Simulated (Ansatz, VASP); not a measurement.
**Cross-check of Al4Ni3 (Al4Ni3 (Ia-3d)) between VASP and Ansatz**

Wanted: the spread between two codes on one cell, functional and k mesh. The structure shown is the start of the Ansatz relaxation below; VASP solves that cell, so the two are compared at the walk's first step.

Calculated with Ansatz 0.2.0; plane waves, with VASP 6.6.1 beside it; single point at PBEsol.

## Step 1: The starting structure

The cell holds 56 atoms: 32 Al and 24 Ni. Cell: a = 9.796 Å, b = 9.796 Å, c = 9.796 Å, α = 109.5°, β = 109.5°, γ = 109.5°.

## Step 2: Ansatz: relaxation, PBEsol

Ansatz runs on its default PAW (the set named soft_2) files.

The two programs are compared at the cell with which this relaxation starts, whose forces are those of its first step.

File input.yaml:

```yaml
crystal:
  lattice:
    - [-5.655822, 5.655822, 5.655822]
    - [5.655822, -5.655822, 5.655822]
    - [5.655822, 5.655822, -5.655822]
  atoms:
    - { symbol: Al, position: [0.0, 0.0, 0.0] }
    - { symbol: Al, position: [0.5, 0.0, 0.0] }
    - { symbol: Al, position: [0.0, 0.5, 0.0] }
    - { symbol: Al, position: [0.0, 0.0, 0.5] }
    - { symbol: Al, position: [0.5, 0.5, 0.0] }
    - { symbol: Al, position: [0.0, 0.5, 0.5] }
    - { symbol: Al, position: [0.5, 0.0, 0.5] }
    - { symbol: Al, position: [0.5, 0.5, 0.5] }
    - { symbol: Al, position: [0.258322, 0.008322, 0.25] }
    - { symbol: Al, position: [0.75, 0.008322, 0.258322] }
    - { symbol: Al, position: [0.25, 0.491678, 0.241678] }
    - { symbol: Al, position: [0.241678, 0.25, 0.491678] }
    - { symbol: Al, position: [0.258322, 0.75, 0.008322] }
    - { symbol: Al, position: [0.008322, 0.258322, 0.75] }
    - { symbol: Al, position: [0.491678, 0.75, 0.241678] }
    - { symbol: Al, position: [0.75, 0.241678, 0.491678] }
    - { symbol: Al, position: [0.008322, 0.25, 0.258322] }
    - { symbol: Al, position: [0.25, 0.258322, 0.008322] }
    - { symbol: Al, position: [0.241678, 0.491678, 0.75] }
    - { symbol: Al, position: [0.491678, 0.241678, 0.25] }
    - { symbol: Al, position: [0.741678, 0.991678, 0.75] }
    - { symbol: Al, position: [0.25, 0.991678, 0.741678] }
    - { symbol: Al, position: [0.75, 0.508322, 0.758322] }
    - { symbol: Al, position: [0.758322, 0.75, 0.508322] }
    - { symbol: Al, position: [0.741678, 0.25, 0.991678] }
    - { symbol: Al, position: [0.991678, 0.741678, 0.25] }
    - { symbol: Al, position: [0.508322, 0.25, 0.758322] }
    - { symbol: Al, position: [0.25, 0.758322, 0.508322] }
    - { symbol: Al, position: [0.991678, 0.75, 0.741678] }
    - { symbol: Al, position: [0.75, 0.741678, 0.991678] }
    - { symbol: Al, position: [0.758322, 0.508322, 0.25] }
    - { symbol: Al, position: [0.508322, 0.758322, 0.75] }
    - { symbol: Ni, position: [0.743883, 0.756117, 0.25] }
    - { symbol: Ni, position: [0.487766, 0.493883, 0.743883] }
    - { symbol: Ni, position: [0.25, 0.006117, 0.493883] }
    - { symbol: Ni, position: [0.493883, 0.25, 0.006117] }
    - { symbol: Ni, position: [0.006117, 0.012234, 0.756117] }
    - { symbol: Ni, position: [0.756117, 0.006117, 0.012234] }
    - { symbol: Ni, position: [0.493883, 0.743883, 0.487766] }
    - { symbol: Ni, position: [0.743883, 0.487766, 0.493883] }
    - { symbol: Ni, position: [0.012234, 0.756117, 0.006117] }
    - { symbol: Ni, position: [0.25, 0.743883, 0.756117] }
    - { symbol: Ni, position: [0.756117, 0.25, 0.743883] }
    - { symbol: Ni, position: [0.006117, 0.493883, 0.25] }
    - { symbol: Ni, position: [0.256117, 0.243883, 0.75] }
    - { symbol: Ni, position: [0.512234, 0.506117, 0.256117] }
    - { symbol: Ni, position: [0.75, 0.993883, 0.506117] }
    - { symbol: Ni, position: [0.506117, 0.75, 0.993883] }
    - { symbol: Ni, position: [0.993883, 0.987766, 0.243883] }
    - { symbol: Ni, position: [0.243883, 0.993883, 0.987766] }
    - { symbol: Ni, position: [0.506117, 0.256117, 0.512234] }
    - { symbol: Ni, position: [0.256117, 0.512234, 0.506117] }
    - { symbol: Ni, position: [0.987766, 0.243883, 0.993883] }
    - { symbol: Ni, position: [0.75, 0.256117, 0.243883] }
    - { symbol: Ni, position: [0.243883, 0.75, 0.256117] }
    - { symbol: Ni, position: [0.993883, 0.506117, 0.75] }
basis:
  ecutwfc: 420
  xc_grid: 2
hamiltonian:
  xc: pbesol
kpoints:
  mp_grid: { grid: [5, 5, 5] }
scf:
  occupations: { method: fermi_dirac, width: 0.05 }
  max_iter: 150
output:
  forces: true
  stress: true
relax:
  f_tol: 0.01
  max_steps: 60
  cell: {}
checkpoint:
  write: "../pbesol.run"
  compress: false
  write_wavefunctions: false
  write_every: 100000
```

The run is started by

```bash
$ ansatz run input.yaml --threads 4 --pin off --max-ram 13189MiB --backend cpu --events-out ev --progress --plain --runs-dir out
```

Numbers of over 12 decimals in the logs are rounded to 6 here.

Log:

```text
Engine: ansatz 0.2.0, aarch64-unknown-linux-gnu
Pseudopotentials: kind: paw
Pseudopotential: Al, paw, valence charge 3, recommended cutoff 420 eV (normal), Al.paw.azcp
Pseudopotential: Ni, paw, valence charge 18, recommended cutoff 420 eV (normal), Ni.paw.azcp
Functional definition: PBEsol
  exchange = pbesol_x
  correlation = pbesol_c
Crystal: 56 atoms, lattice volume = 723.681 Å³
Basis set: ecut = 420 eV, 14171 PW (Γ), exchange–correlation on 144×144×144 points (8 copies of the dense FFT grid, shifted against one another)
Bands: 320, of which v1, the nominal top of the filled ones, is band 264 counted from 1 (263 counted from 0)
Symmetry: 48 space group operations
Space group: Ia-3d (ITA 230), of the structure as read, at distance tolerance 9.0e-5 Å
k-points: 10 of 125
Non-local potential: Al, projectors of the file, l = 0: 2, l = 1: 2, l = 2: 1
Non-local potential: Ni, projectors of the file, l = 0: 3, l = 1: 2, l = 2: 3, l = 3: 1
PAW form: soft (Blöchl's): semilocal exchange-correlation on the pseudo side does not see the compensation charge
PAW frozen core: Al, regenerated for the run's functional, and the local potential with it (the file was generated under x = pbe(κ = 0.804, μ = 0.219515), c = pbe(β = 0.066725))
PAW frozen core: Ni, regenerated for the run's functional, and the local potential with it (the file was generated under x = pbe(κ = 0.804, μ = 0.219515), c = pbe(β = 0.066725))
PAW one-centre angular grid: Al, 110 points (default); XC on 64 Gauss nodes
PAW one-centre angular grid: Ni, 590 points (default); XC on 64 Gauss nodes
Initial density: superposition of atomic densities (neutral atoms: chi_scale 0, normalization atom), corrected by the library's trained network
Initial wavefunctions: pseudopotential atomic-orbital guess
Functional: x = pbesol(κ = 0.804, μ = 0.123457), c = pbesol(β = 0.046)
SCF iter   1: F=—  HF=-156140.846999 eV  |F-HF|=—  |Δ(HF+E_count)|=         —  Δρ=1.51e-2  dr2=9.60e-1  ethr=1.77e-3  ⟨swp⟩=7.1  Hψ=13323  notcnv=0  defer=183
preconditioner: auto → Kerker (q_TF=auto, 2.589 Å⁻¹)  [metal: Δε(μ)=0.027 eV  Ē_g=6.422 eV  σ=0.050 eV  W_gap=0.13  n_scr=200 (ndim 8)  ℏωp=25.3 eV  f_vac=0.000  D(μ)=17.82/eV (n_scr^D=134)]
SCF iter   2: F=—  HF=-156140.716068 eV  |F-HF|=—  |Δ(HF+E_count)|=   1.31e-1  Δρ=3.13e-3  dr2=4.65e-2  ethr=1.82e-4  ⟨swp⟩=2.9  Hψ=5975  notcnv=0  defer=393
SCF iter   3: F=—  HF=-156140.710416 eV  |F-HF|=—  |Δ(HF+E_count)|=   5.65e-3  Δρ=8.47e-4  dr2=4.77e-3  ethr=8.82e-6  ⟨swp⟩=2.2  Hψ=4224  notcnv=0  defer=393
SCF iter   4: F=—  HF=-156140.709370 eV  |F-HF|=—  |Δ(HF+E_count)|=   1.05e-3  Δρ=1.75e-4  dr2=3.08e-4  ethr=9.03e-7  ⟨swp⟩=2.0  Hψ=4722  notcnv=0  defer=393
SCF iter   5: F=—  HF=-156140.709326 eV  |F-HF|=—  |Δ(HF+E_count)|=   4.36e-5  Δρ=6.29e-5  dr2=3.75e-5  ethr=5.84e-8  ⟨swp⟩=2.0  Hψ=4729  notcnv=0  defer=393
SCF iter   6: F=—  HF=-156140.709831 eV  |F-HF|=—  |Δ(HF+E_count)|=   5.05e-4  Δρ=3.44e-5  dr2=1.11e-5  ethr=7.09e-9  ⟨swp⟩=2.0  Hψ=4579  notcnv=0  defer=393
SCF iter   7: F=—  HF=-156140.709830 eV  |F-HF|=—  |Δ(HF+E_count)|=   1.17e-6  Δρ=7.87e-6  dr2=9.57e-7  ethr=2.11e-9  ⟨swp⟩=2.0  Hψ=4359  notcnv=0  defer=393
SCF iter   8: F=-156140.709830 eV  HF=-156140.709830 eV  |F-HF|=2.86e-8  |Δ(HF+E_count)|=   2.00e-7  Δρ=2.98e-6  dr2=4.38e-8  ethr=1.89e-11  ⟨swp⟩=4.1  Hψ=11277  notcnv=0
SCF 1 converged in 8 iterations: F = -156140.709830 eV  dr2 = 4.38e-8
  greatest PAW one-centre occupation: 1.001 electrons in one spin orbital (limit 2), on the Ni atom at site 53 (counted from 0), in its partial waves of l = 1
relax step   1: F+E_penalty+E_count = -156140.70982964 eV  Δ(F+E_penalty+E_count) = +0.000e0 eV  max|allowed force component| = 4.433e-2 eV/Å  Δτ_max = 0.0000 Å  P = -0.152 GPa  Ω = 723.681 Å³  (8 SCF iters, dr2 threshold 1.00e-7 eV, accepted)
Crystal: 56 atoms, lattice volume = 723.067 Å³
Initial density: handed on by an earlier stage of this run
Initial wavefunctions: those handed on with the density
iter 1 solved again at ethr=1.55e-7 eV; its pass at ethr=3.10e-3 eV (dr2=8.18e-4 eV) is discarded
SCF iter   1: F=—  HF=-156140.715253 eV  |F-HF|=—  |Δ(HF+E_count)|=         —  Δρ=3.74e-4  dr2=7.59e-4  ethr=1.55e-7  ⟨swp⟩=6.0  Hψ=12978  notcnv=0  defer=2
preconditioner: auto → Kerker (q_TF=auto, 2.589 Å⁻¹)  [metal: Δε(μ)=0.024 eV  Ē_g=6.451 eV  σ=0.050 eV  W_gap=0.12  n_scr=200 (ndim 8)  ℏωp=25.3 eV  f_vac=0.000  D(μ)=17.66/eV (n_scr^D=134)]
SCF iter   2: F=—  HF=-156140.715153 eV  |F-HF|=—  |Δ(HF+E_count)|=   1.00e-4  Δρ=1.74e-4  dr2=2.63e-4  ethr=1.44e-7  ⟨swp⟩=1.0  Hψ=3344  notcnv=0
SCF iter   3: F=—  HF=-156140.715122 eV  |F-HF|=—  |Δ(HF+E_count)|=   3.08e-5  Δρ=6.47e-5  dr2=3.17e-5  ethr=4.99e-8  ⟨swp⟩=2.0  Hψ=4614  notcnv=0
SCF iter   4: F=—  HF=-156140.715491 eV  |F-HF|=—  |Δ(HF+E_count)|=   3.69e-4  Δρ=2.29e-5  dr2=4.29e-6  ethr=6.01e-9  ⟨swp⟩=2.0  Hψ=4712  notcnv=0
[...]
SCF converged after 6 iterations
Free energy (F): -156140.716424 eV
Harris-Foulkes:  -156140.716424 eV  (|F-HF|=5.82e-11)
Internal energy: -156140.573757 eV  (E = F + TS)
E sigma→0 (E₀):  -156140.645091 eV
Entropy (-TS):   -0.142667 eV (-2.548 meV/atom)
Fermi energy:    12.269453 eV
--- Per-component energies (eV) ---
  E_band       = -8788.929643
  E_kinetic    = 7660.318898
  E_local      = -119109.871965  (includes V_loc(G=0)·N_el)
  E_nonlocal   = 15601.895804
  E_hartree    = 51712.742444
  E_xc         = -3339.546991
  E_vxc        = -3624.179118  (∫ρ·V_xc dr)
  E_paw        = -52864.386371  (= ΣΔE_a)
  E_vpaw       = -12742.590726  (= ΣTr[D̂ρ^β])
  E_aug_tail   = 0.011420  (compensation charges beyond the density's cutoff)
  E_ewald      = -55807.084377
  E_core_change = 5.347381  (= ΣΔE_core)
  E_smearing   = -0.142667  (= −TS)
  E_closure    = 0.000000  (closes the sum)
  Σ components = -156140.716424   (vs F -156140.716424, Δ=0.00e0)
--- Forces (eV/Å), atoms counted from 1 ---
  atom   1  Al    -0.00000000     0.00000000    -0.00000000
  atom   2  Al    -0.00000000     0.00000000    -0.00000000
  atom   3  Al    -0.00000000     0.00000000    -0.00000000
  atom   4  Al    -0.00000000     0.00000000     0.00000000
  atom   5  Al    -0.00000000    -0.00000000     0.00000000
  atom   6  Al    -0.00000000    -0.00000000    -0.00000000
  atom   7  Al    -0.00000000     0.00000000     0.00000000
  atom   8  Al    -0.00000000    -0.00000000     0.00000000
  atom   9  Al    -0.00000000    -0.00000000    -0.00280374
  atom  10  Al    -0.00280374     0.00000000     0.00000000
  atom  11  Al     0.00280374     0.00000000    -0.00000000
  atom  12  Al     0.00000000     0.00280374     0.00000000
  atom  13  Al     0.00000000    -0.00280374     0.00000000
  atom  14  Al    -0.00000000     0.00000000    -0.00280374
  atom  15  Al     0.00000000     0.00280374    -0.00000000
  atom  16  Al     0.00280374     0.00000000     0.00000000
  atom  17  Al    -0.00000000    -0.00280374    -0.00000000
  atom  18  Al    -0.00280374    -0.00000000     0.00000000
  atom  19  Al     0.00000000    -0.00000000     0.00280374
  atom  20  Al     0.00000000     0.00000000     0.00280374
  atom  21  Al     0.00000000    -0.00000000     0.00280374
  atom  22  Al     0.00280374     0.00000000     0.00000000
  atom  23  Al    -0.00280374     0.00000000     0.00000000
  atom  24  Al    -0.00000000    -0.00280374    -0.00000000
[...]
atom  49  Ni    -0.00140196    -0.00000000    -0.00140196
  atom  50  Ni    -0.00140196    -0.00140196    -0.00000000
  atom  51  Ni     0.00140196     0.00140196    -0.00000000
  atom  52  Ni     0.00140196     0.00000000     0.00140196
  atom  53  Ni     0.00000000    -0.00140196    -0.00140196
  atom  54  Ni     0.00000000    -0.00140196     0.00140196
  atom  55  Ni     0.00140196     0.00000000    -0.00140196
  atom  56  Ni     0.00140196    -0.00140196    -0.00000000
  max |Σ_I F_I| component: 8.89e-18 eV/Å
--- Stress (GPa, compression-positive) ---
       -0.003226       0.000000       0.000000
        0.000000      -0.003226       0.000000
        0.000000       0.000000      -0.003226
  P = ⅓ Tr σ = -0.0032 GPa (-0.032 kbar)
--- Relaxed structure (3 steps of the walk, 3 accepted, 1 SCFs on fresh bases) ---
  F+E_penalty+E_count = -156140.71642419 eV   max|allowed force component| = 2.804e-3 eV/Å   (the final SCF, on the basis selected at the relaxed cell)
  cell:  # Å, volume = 722.8653 Å³
    - [-5.653696, 5.653696, 5.653696]
    - [5.653696, -5.653696, 5.653696]
    - [5.653696, 5.653696, -5.653696]
  atoms:
    - { symbol: Al, position: [0, 0, 0] }
    - { symbol: Al, position: [0.5, 0.0, 0.0] }
    - { symbol: Al, position: [0.0, 0.5, 0.0] }
    - { symbol: Al, position: [0.0, 0.0, 0.5] }
    - { symbol: Al, position: [0.5, 0.5, 0] }
    - { symbol: Al, position: [0, 0.5, 0.5] }
    - { symbol: Al, position: [0.5, 0, 0.5] }
    - { symbol: Al, position: [0.5, 0.5, 0.5] }
    - { symbol: Al, position: [0.258651, 0.00865059, 0.25] }
    - { symbol: Al, position: [0.75, 0.00865059, 0.258651] }
    - { symbol: Al, position: [0.250000, 0.491349, 0.241349] }
    - { symbol: Al, position: [0.241349, 0.25, 0.491349] }
    - { symbol: Al, position: [0.258651, 0.75, 0.00865059] }
    - { symbol: Al, position: [0.00865059, 0.258651, 0.75] }
    - { symbol: Al, position: [0.491349, 0.75, 0.241349] }
    - { symbol: Al, position: [0.75, 0.241349, 0.491349] }
    - { symbol: Al, position: [0.00865059, 0.25, 0.258651] }
    - { symbol: Al, position: [0.25, 0.258651, 0.00865059] }
    - { symbol: Al, position: [0.241349, 0.491349, 0.75] }
    - { symbol: Al, position: [0.491349, 0.241349, 0.25] }
    - { symbol: Al, position: [0.741349, 0.991349, 0.75] }
    - { symbol: Al, position: [0.250000, 0.991349, 0.741349] }
    - { symbol: Al, position: [0.750000, 0.508651, 0.758651] }
    - { symbol: Al, position: [0.758651, 0.750000, 0.508651] }
    - { symbol: Al, position: [0.741349, 0.250000, 0.991349] }
    - { symbol: Al, position: [0.991349, 0.741349, 0.250000] }
    - { symbol: Al, position: [0.508651, 0.250000, 0.758651] }
    - { symbol: Al, position: [0.250000, 0.758651, 0.508651] }
    - { symbol: Al, position: [0.991349, 0.75, 0.741349] }
    - { symbol: Al, position: [0.75, 0.741349, 0.991349] }
    - { symbol: Al, position: [0.758651, 0.508651, 0.250000] }
    - { symbol: Al, position: [0.508651, 0.758651, 0.750000] }
    - { symbol: Ni, position: [0.743453, 0.756547, 0.25] }
    - { symbol: Ni, position: [0.486906, 0.493453, 0.743453] }
    - { symbol: Ni, position: [0.25, 0.00654685, 0.493453] }
    - { symbol: Ni, position: [0.493453, 0.25, 0.00654685] }
    - { symbol: Ni, position: [0.00654685, 0.013094, 0.756547] }
    - { symbol: Ni, position: [0.756547, 0.00654685, 0.013094] }
    - { symbol: Ni, position: [0.493453, 0.743453, 0.486906] }
    - { symbol: Ni, position: [0.743453, 0.486906, 0.493453] }
    - { symbol: Ni, position: [0.013094, 0.756547, 0.00654685] }
    - { symbol: Ni, position: [0.25, 0.743453, 0.756547] }
    - { symbol: Ni, position: [0.756547, 0.25, 0.743453] }
    - { symbol: Ni, position: [0.00654685, 0.493453, 0.250000] }
    - { symbol: Ni, position: [0.256547, 0.243453, 0.75] }
    - { symbol: Ni, position: [0.513094, 0.506547, 0.256547] }
    - { symbol: Ni, position: [0.750000, 0.993453, 0.506547] }
    - { symbol: Ni, position: [0.506547, 0.750000, 0.993453] }
    - { symbol: Ni, position: [0.993453, 0.986906, 0.243453] }
    - { symbol: Ni, position: [0.243453, 0.993453, 0.986906] }
    - { symbol: Ni, position: [0.506547, 0.256547, 0.513094] }
    - { symbol: Ni, position: [0.256547, 0.513094, 0.506547] }
    - { symbol: Ni, position: [0.986906, 0.243453, 0.993453] }
    - { symbol: Ni, position: [0.75, 0.256547, 0.243453] }
    - { symbol: Ni, position: [0.243453, 0.75, 0.256547] }
    - { symbol: Ni, position: [0.993453, 0.506547, 0.750000] }
```

(Part 1 of 2 ends here.)

[Lines on the potential files, build, host, timing and source positions are cut from VASP's logs without a mark.]

[Logs are printed without paths, hosts, clocks, repeated set-up lines and the standing remarks that a program may print on its own settings, such as how far it seeks lower states.]

[Hosts, paths, dates, database ids (printed as entryN), source tags and the programs' standing remarks are cut or masked in the printed files.]
